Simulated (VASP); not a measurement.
# LiMg6Mo (Amm2) in VASP: equation of state

Aim: energy against volume of LiMg6Mo in PBE, for its equilibrium volume and stiffness.

Everything below comes from runs of VASP 6.6.1. Logs are shortened: lines on timing, memory, paths and dates and some standing lists are left out, and cuts for length are marked.

## 1. The structure

Symmetry: Amm2, No. 38, orthorhombic system. Conventional cell: a = 4.339 Å, b = 8.510 Å, c = 8.737 Å, α = 90.00°, β = 90.00°, γ = 90.00°. Around Mo (site symmetry mm2) lie 12 Mg at 2.96 to 3.05 Å. Around Mg (site symmetry mm2) lie 8 Mg at 2.89 to 3.21 Å and 2 Mo at 2.97 Å and 2 Li at 3.25 Å. Mg (site symmetry mm2) is surrounded by 8 Mg at 2.89 to 3.21 Å and 2 Mo at 2.96 Å and 2 Li at 3.15 Å. Mg (site symmetry m) has 8 Mg at 2.89 to 3.21 Å and 2 Mo at 3.00 Å and 2 Li at 3.08 Å as nearest neighbours. Mg (site symmetry m) has 8 Mg at 3.03 to 3.09 Å and 2 Li at 3.03 to 3.07 Å and 2 Mo at 3.05 Å as nearest neighbours. Li (site symmetry mm2) has 12 Mg at 3.03 to 3.25 Å as nearest neighbours.

The cell comes from a database or a generator and needn't be the stable form of this composition.

## 2. Equation of state, PBE, 18.96 Å³/atom (volume scaled by 0.94)

Input file INCAR:

```
SYSTEM = LiMg6Mo
PREC = Accurate
ENCUT = 520
EDIFF = 1E-7
ISMEAR = -1
SIGMA = 0.05
LREAL = .False.
LASPH = .True.
NELM = 60
ALGO = Normal
ISIF = 2
LWAVE = .False.
LCHARG = .False.
GGA = PE
NBANDS = 24
```

Input file KPOINTS:

```
Automatic mesh
0
Gamma
  6 5 5
  0 0 0
```

Input file POSCAR:

```
LiMg6Mo
1.0
    4.2507885317      0.0000000000      0.0000000000
    0.0000000000      4.1682779938      4.2795305678
    0.0000000000     -4.1682779938      4.2795305678
Mo Mg Li
1 6 1
Direct
    0.0000000000      0.1226350000      0.1226350000
    0.5000000000      0.3540820000      0.3540820000
    0.5000000000      0.8929720000      0.8929720000
    0.5000000000      0.3674410000      0.8804880000
    0.5000000000      0.8804880000      0.3674410000
    0.0000000000      0.1282850000      0.6225930000
    0.0000000000      0.6225930000      0.1282850000
    0.0000000000      0.6315080000      0.6315080000
```

Potentials or basis: VASP PAW PBE potentials, release 64 (Mo_sv, Mg, Li_sv).

Started as:

```sh
cat potpaw_PBE.64/Mo_sv/POTCAR potpaw_PBE.64/Mg/POTCAR potpaw_PBE.64/Li_sv/POTCAR > POTCAR
mpirun -np 1 vasp_std > vasp.out
```

OUTCAR:

```text
SYSTEM = LiMg6Mo
   PREC = Accurate
   ENCUT = 520
   EDIFF = 1E-7
   ISMEAR = -1
   LREAL = .False.
   LASPH = .True.
   NELM = 60
   ISIF = 2
   GGA = PE

 Found     36 irreducible k-points:

 Following reciprocal coordinates:
            Coordinates               Weight
  0.000000  0.000000  0.000000      1.000000
  0.166667  0.000000  0.000000      2.000000
  0.333333  0.000000  0.000000      2.000000
  0.500000  0.000000  0.000000      1.000000
  0.000000  0.200000  0.000000      4.000000
  0.166667  0.200000  0.000000      8.000000
   k-points           NKPTS =     36   k-points in BZ     NKDIM =     36   number of bands    NBANDS=     24
   number of dos      NEDOS =    301   number of ions     NIONS =      8
   total plane-waves  NPLWV =  73728
   dimension x,y,z NGX =    32 NGY =   48 NGZ =   48
   dimension x,y,z NGXF=    64 NGYF=   96 NGZF=   96
   ions per type =               1   6   1
   NGX,Y,Z   is equivalent  to a cutoff of  12.52, 13.36, 13.36 a.u.
   NGXF,Y,Z  is equivalent  to a cutoff of  25.03, 26.72, 26.72 a.u.
 SYSTEM =  LiMg6Mo
   PREC   = accura    normal or accurate (medium, high low for compatibility)
   ISTART =      0    job   : 0-new  1-cont  2-samecut
   ICHARG =      2    charge: 1-file 2-atom 10-const
   ISPIN  =      1    spin polarized calculation?
   LNONCOLLINEAR =      F non collinear calculations
   LSORBIT =      F    spin-orbit coupling
   LASPH  =      T    aspherical Exc in radial PAW
   ENCUT  =  520.0 eV  38.22 Ry    6.18 a.u.   7.90 11.11 11.11*2*pi/ulx,y,z
   NELM   =     60;   NELMIN=  2; NELMDL= -5     # of ELM steps
   EDIFF  = 0.1E-06   stopping-criterion for ELM
   LREAL  =      F    real-space projection
   EDIFFG = 0.1E-05   stopping-criterion for IOM
   NSW    =      0    number of steps for IOM
   IBRION =     -1    ionic relax: 0-MD 1-quasi-New 2-CG
   NFREE  =      0    steps in history (QN), initial steepest desc. (CG)
   ISIF   =      2    stress and relaxation
   ISYM   =      2    0-nonsym 1-usesym 2-fastsym
   POTIM  = 0.5000    time-step for ionic-motion
   TEBEG  =    0.0;   TEEND  =   0.0 temperature during run
   PSTRESS=    0.0 pullay stress
   NELECT =      29.0000    total number of electrons
   NUPDOWN=      -1.0000    fix difference up-down
   EMIN   =  10.00;   EMAX   =-10.00  energy-range for DOS
   EFERMI =   0.00;   METHOD = LEGACY
   ISMEAR =    -1;   SIGMA  =   0.05  broadening in eV -4-tet -1-fermi 0-gaus
   EFERMI_NEDOS =   21; number of points for ismear=-14 and -15
   IALGO  =     38    algorithm
   IMIX   =      4    mixing-type and parameters
     AMIX     =   0.40;   BMIX     =  1.00
     AMIX_MAG =   1.60;   BMIX_MAG =  1.00
  volume/ion in A,a.u.               =      18.96       127.93
  Fermi-wavevector in a.u.,A,eV,Ry     =   0.943170  1.782333 12.103335  0.889570
  Thomas-Fermi vector in A             =   2.070851
   LORBIT       =      0    0 simple, 1 ext, 2 COOP (PROOUT), +10 PAW based schemes
   GGA     = PE    functional components
   LHFCALC =     F    Hartree Fock is set to
   AEXX    =    0.0000 exact exchange contribution
   IVDW    =     0    specifies the selected vdW correction
   LEPSILON=     F    determine dielectric tensor
   LRPA    =     F    only Hartree local field effects (RPA)
 non-spin polarized calculation
  energy-cutoff  :      520.00
  volume of cell :      151.65
 maximum number of plane-waves:      4106
 NGX is ok and might be reduce to    32
   NGX = 15   NGY = 23   NGZ = 23

 number of electron      28.9999994 magnetization

 Free energy of the ion-electron system (eV)
  ---------------------------------------------------
  ext. energy  EPLUGINS =         0.00000000
  ---------------------------------------------------
  free energy    TOTEN  =       -20.62998795 eV

  energy without entropy =      -20.61013372  energy(sigma->0) =      -20.62006084

 E-fermi :   3.7934     XC(G=0):  -9.2652

 val. band max:        3.7712435458   @ k =   0.0000   0.4000   0.4000
 cond. band min:       3.8379857792   @ k =   0.5000  -0.4000   0.4000
 fundamental gap:      0.0667422334
 Fermi energy:         3.7934073322

 k-point     1 :       0.0000    0.0000    0.0000
  band No.  band energies     occupation
      1     -56.4666      2.00000
      2     -42.6764      2.00000
      3     -30.6316      2.00000
      4     -30.5308      2.00000
      5     -30.5301      2.00000
      6      -3.1481      2.00000
      7       0.1185      2.00000
      8       0.9978      2.00000
      9       1.0067      2.00000
     10       1.0615      2.00000
     11       2.8344      2.00000
     12       3.1686      1.99999
     13       3.2798      1.99993
     14       3.3189      1.99985
     15       4.2190      0.00040
     16       4.3011      0.00008
     17       4.5101      0.00000
     18       4.5818      0.00000
     19       5.8891      0.00000
     20       7.4978      0.00000
     21       7.8626      0.00000
     22       8.2591      0.00000
     23       8.5922      0.00000
     24       9.3023      0.00000

 k-point     2 :       0.1667    0.0000    0.0000
  band No.  band energies     occupation
      1     -56.4666      2.00000
      2     -42.6764      2.00000
      3     -30.6339      2.00000
      4     -30.5306      2.00000
      5     -30.5299      2.00000
      6      -2.9109      2.00000
      7       0.3259      2.00000
      8       1.1331      2.00000
      9       1.1343      2.00000
     10       1.2918      2.00000
     11       2.2168      2.00000
     12       2.9240      2.00000
     13       3.0317      2.00000
     14       3.0952      2.00000
     15       4.1643      0.00120
     16       4.1755      0.00096
     17       4.6107      0.00000
     18       4.9582      0.00000
     19       6.3888      0.00000
     20       6.7073      0.00000
     21       7.3794      0.00000
     22       7.4904      0.00000
     23       7.5560      0.00000
     24       8.2918      0.00000

 k-point     3 :       0.3333    0.0000    0.0000
  band No.  band energies     occupation
      1     -56.4664      2.00000
      2     -42.6763      2.00000
      3     -30.6386      2.00000
      4     -30.5302      2.00000
      5     -30.5295      2.00000
      6      -2.2184      2.00000
      7       0.4424      2.00000
      8       0.9373      2.00000
      9       1.4185      2.00000
     10       1.4317      2.00000
     11       2.1268      2.00000
     12       2.8150      2.00000
     13       2.8658      2.00000
     14       3.0867      2.00000
     15       3.1387      2.00000
     16       4.3605      0.00002
     17       5.0079      0.00000
     18       5.3452      0.00000
     19       5.7379      0.00000
     20       6.1670      0.00000
     21       6.1719      0.00000
     22       6.3827      0.00000
     23       6.6489      0.00000
     24       8.5278      0.00000

 k-point     4 :       0.5000    0.0000    0.0000
  band No.  band energies     occupation
      1     -56.4664      2.00000
      2     -42.6763      2.00000
      3     -30.6409      2.00000
      4     -30.5300      2.00000
      5     -30.5294      2.00000
      6      -1.3282      2.00000
      7      -0.7950      2.00000
      8       1.5694      2.00000
      9       1.5868      2.00000
     10       1.8323      2.00000
     11       2.0049      2.00000
     12       2.7668      2.00000
     13       2.8395      2.00000
     14       2.8552      2.00000
     15       3.1743      1.99999
     16       4.3092      0.00007
     17       4.6774      0.00000
     18       4.9743      0.00000
     19       5.0789      0.00000
     20       6.0809      0.00000
     21       6.3489      0.00000
     22       6.3779      0.00000
     23       6.7170      0.00000
     24       8.0442      0.00000

 k-point     5 :       0.0000    0.2000    0.0000
  band No.  band energies     occupation
      1     -56.4666      2.00000
      2     -42.6764      2.00000
      3     -30.6316      2.00000
      4     -30.5308      2.00000
      5     -30.5302      2.00000
      6      -2.9831      2.00000
      7      -0.5920      2.00000
      8       0.7708      2.00000
      9       1.1034      2.00000
     10       1.9060      2.00000
     11       2.5951      2.00000
     12       3.1715      1.99999
     13       3.2913      1.99991
     14       3.3087      1.99988
     15       3.8519      0.47399
     16       4.4994      0.00000
     17       4.5825      0.00000
     18       4.7546      0.00000
     19       6.5816      0.00000
     20       7.1925      0.00000
     21       7.8398      0.00000
     22       8.1883      0.00000
     23       8.4803      0.00000
     24       8.9536      0.00000

 k-point     6 :       0.1667    0.2000    0.0000
  band No.  band energies     occupation
      1     -56.4665      2.00000
      2     -42.6764      2.00000
      3     -30.6339      2.00000
      4     -30.5306      2.00000
      5     -30.5300      2.00000
      6      -2.7467      2.00000
      7      -0.3928      2.00000
      8       0.9984      2.00000
      9       1.2385      2.00000
     10       1.8593      2.00000
     11       2.5492      2.00000
     12       2.7224      2.00000
     13       2.8375      2.00000
     14       3.3020      1.99989
     15       3.8561      0.44402
     16       4.3405      0.00004
     17       4.5784      0.00000
     18       4.7794      0.00000
     19       6.3249      0.00000
     20       6.9303      0.00000
     21       7.4159      0.00000
     22       7.4818      0.00000
     23       8.6502      0.00000
     24       8.7184      0.00000

 [... further k-points ...]
[... 5 lines left out ...]
  --------------------------------------------------------------------------------------
  -------------------------------------------------------------------------------------
  Total        3.4096084      3.0287677      3.0138552      0.0000000      0.0000000      0.0000000
  in kB       36.0215816     31.9981042     31.8405578      0.0000000      0.0000000      0.0000000
  external PRESSURE =      33.2867479 kB  Pullay stress =       0.0000000 kB

 VOLUME and BASIS-vectors are now :
 -----------------------------------------------------------------------------
  energy-cutoff  :      520.00
  volume of cell :      151.65
      direct lattice vectors                 reciprocal lattice vectors
     4.250788532  0.000000000  0.000000000     0.235250470  0.000000000  0.000000000
     0.000000000  4.168277994  4.279530568     0.000000000  0.119953612  0.116835244
     0.000000000 -4.168277994  4.279530568     0.000000000 -0.119953612  0.116835244

 POSITION                                       TOTAL-FORCE (eV/Angst)
 -----------------------------------------------------------------------------------
      0.00000      0.00000      1.04964         0.000000      0.000000      0.027093
      2.12539      0.00000      3.03061         0.000000      0.000000      0.246485
      2.12539      0.00000      7.64300         0.000000      0.000000     -0.220281
      2.12539     -2.13852      5.34055         0.000000      0.173434      0.015121
      2.12539      2.13852      5.34055         0.000000     -0.173434      0.015121
      0.00000     -2.06041      3.21341         0.000000     -0.029959     -0.011239
      0.00000      2.06041      3.21341         0.000000      0.029959     -0.011239
      0.00000      0.00000      5.40512         0.000000      0.000000     -0.061061
 -----------------------------------------------------------------------------------
    total drift:                                0.000000      0.000001      0.000263

  FREE ENERGIE OF THE ION-ELECTRON SYSTEM (eV)
  ---------------------------------------------------
  free  energy   TOTEN  =       -20.6299879543 eV

  energy  without entropy=      -20.6101337230  energy(sigma->0) =      -20.62006084
```

Run time: 2.2 min. Hardware: 1 thread of Intel Xeon Platinum 8375C at 2.90GHz (Ice Lake), shared host; peak memory 0.33 GiB.

What came out:

| Item | Value |
| --- | --- |
| Free energy | -20.6300 eV |
| Largest force | 0.246 eV/Å |
| Band gap on the k mesh | none (metal or under the smearing width) |

Caveat: the cutoff is under 1.25 times the usual one of these potentials, so pressure, stress and relaxed cells hold a basis-set (Pulay) error.

## 3. Equation of state, PBE, 19.36 Å³/atom (volume scaled by 0.96)

Input file INCAR:

```
SYSTEM = LiMg6Mo
ALGO = Normal ; EDIFF = 1E-7
ENCUT = 520 ; GGA = PE
ISIF = 2 ; ISMEAR = -1
LASPH = .TRUE. ; LCHARG = .FALSE.
LREAL = .FALSE. ; LWAVE = .FALSE.
NBANDS = 24 ; NELM = 100
PREC = Accurate ; SIGMA = 0.05
```

Input file KPOINTS:

```
k-points
0
G
  6 5 5
  0 0 0
```

Changes to POSCAR since step 2:

```diff
@@ -2,5 +2,5 @@
 1.0
-    4.2507885317      0.0000000000      0.0000000000
-    0.0000000000      4.1682779938      4.2795305678
-    0.0000000000     -4.1682779938      4.2795305678
+    4.2807246486      0.0000000000      0.0000000000
+    0.0000000000      4.1976330314      4.3096691000
+    0.0000000000     -4.1976330314      4.3096691000
 Mo Mg Li
```

Potentials or basis: VASP PAW PBE potentials, release 64 (Mo_sv, Mg, Li_sv).

Started as:

```sh
cat potpaw_PBE.64/Mo_sv/POTCAR potpaw_PBE.64/Mg/POTCAR potpaw_PBE.64/Li_sv/POTCAR > POTCAR
mpirun -np 1 vasp_std > vasp.out
```

It took 2.3 min on 1 thread of Intel Xeon Platinum 8375C at 2.90GHz (Ice Lake), shared host; peak memory 0.34 GiB.

Results (log left out):

```
Free energy            : -20.6844 eV
Largest force          : 0.182 eV/Å
Band gap on the k mesh : none (metal or under the smearing width)
```

Caveat: the cutoff is under 1.25 times the usual one of these potentials, so pressure, stress and relaxed cells hold a basis-set (Pulay) error.

(Continued in part 2 of 2.)
